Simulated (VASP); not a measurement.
OSZICAR of a VASP run on CdF$_{2}$ (fluorite):

**OSZICAR**
```
       N       E                     dE             d eps       ncg     rms          rms(c)
DAV:   1     0.225863596492E+03    0.22586E+03   -0.17645E+04   688   0.182E+03
DAV:   2    -0.481410441100E+01   -0.23068E+03   -0.22470E+03   744   0.421E+02
DAV:   3    -0.140757975742E+02   -0.92617E+01   -0.92445E+01   778   0.952E+01
DAV:   4    -0.141232461552E+02   -0.47449E-01   -0.47437E-01   790   0.665E+00
DAV:   5    -0.141234202724E+02   -0.17412E-03   -0.17411E-03   729   0.358E-01    0.125E+01
DAV:   6    -0.126828116856E+02    0.14406E+01   -0.43255E+00   917   0.387E+01    0.949E+00
DAV:   7    -0.126879683358E+02   -0.51567E-02   -0.61487E-01   690   0.884E+00    0.548E+00
DAV:   8    -0.126681274540E+02    0.19841E-01   -0.11120E-01   686   0.369E+00    0.594E-01
DAV:   9    -0.126617412875E+02    0.63862E-02   -0.27045E-02   870   0.251E+00    0.819E-02
DAV:  10    -0.126619841424E+02   -0.24285E-03   -0.22405E-03   689   0.524E-01    0.541E-02
DAV:  11    -0.126619918415E+02   -0.76991E-05   -0.44425E-05   744   0.943E-02    0.177E-02
DAV:  12    -0.126619912830E+02    0.55849E-06   -0.37167E-06   665   0.195E-02
   1 F= -.82855811E+01 E0= -.82855811E+01  d E =-.828558E+01
       N       E                     dE             d eps       ncg     rms          rms(c)
DAV:   1    -0.153608550387E+02   -0.26989E+01   -0.68011E+01   687   0.106E+02    0.141E+01
DAV:   2    -0.124180534309E+02    0.29428E+01   -0.95376E+00   685   0.320E+01    0.339E+00
DAV:   3    -0.122187515740E+02    0.19930E+00   -0.52346E-01   684   0.157E+01    0.258E+00
DAV:   4    -0.121936314576E+02    0.25120E-01   -0.74879E-02   798   0.407E+00    0.172E+00
DAV:   5    -0.121883856081E+02    0.52458E-02   -0.21392E-02   683   0.233E+00    0.311E-01
DAV:   6    -0.121875966866E+02    0.78892E-03   -0.21630E-03   810   0.125E+00    0.884E-02
DAV:   7    -0.121876086166E+02   -0.11930E-04   -0.73299E-04   802   0.520E-01    0.387E-02
DAV:   8    -0.121876057861E+02    0.28305E-05   -0.11048E-04   685   0.192E-01    0.654E-03
DAV:   9    -0.121876063801E+02   -0.59399E-06   -0.32209E-06   675   0.216E-02
   2 F= -.82620690E+01 E0= -.82620690E+01  d E =0.235121E-01
       N       E                     dE             d eps       ncg     rms          rms(c)
DAV:   1    -0.133838604211E+02   -0.11963E+01   -0.19450E+01   686   0.580E+01    0.714E+00
DAV:   2    -0.125777289337E+02    0.80613E+00   -0.26944E+00   685   0.172E+01    0.224E+00
DAV:   3    -0.125146088185E+02    0.63120E-01   -0.14673E-01   681   0.822E+00    0.223E+00
DAV:   4    -0.125060519780E+02    0.85568E-02   -0.21867E-02   792   0.220E+00    0.132E+00
DAV:   5    -0.125042891245E+02    0.17629E-02   -0.49556E-03   681   0.922E-01    0.907E-02
DAV:   6    -0.125041383941E+02    0.15073E-03   -0.45199E-04   782   0.544E-01    0.424E-02
DAV:   7    -0.125041467856E+02   -0.83915E-05   -0.11193E-04   800   0.165E-01    0.125E-02
DAV:   8    -0.125041472730E+02   -0.48743E-06   -0.15122E-05   698   0.621E-02    0.291E-03
DAV:   9    -0.125041473100E+02   -0.37052E-07   -0.22894E-07   341   0.638E-03
   3 F= -.83423067E+01 E0= -.83423067E+01  d E =-.567256E-01
```

Q: Which electronic solver shows in the log?

A: It is blocked Davidson (ALGO = Normal, or the opening steps of other solvers). The INCAR had ALGO = Normal.

Q: Can the final energy be trusted as converged?

A: Self-consistency was reached. It stopped with EDIFF = 1E-6, NELM = 100, NSW = 40 and EDIFFG = -0.02 after 3 ionic steps (LDA (Ceperley-Alder, Perdew-Zunger), plane waves, VASP's LDA PAW potentials (set 64)). Energy and stress use the plane-wave basis of the starting cell.

The compound is CdF2 in the fluorite structure. This run relaxes it under an external pressure of 20 GPa. Symmetry was kept, so distortions that lower it aren't found.
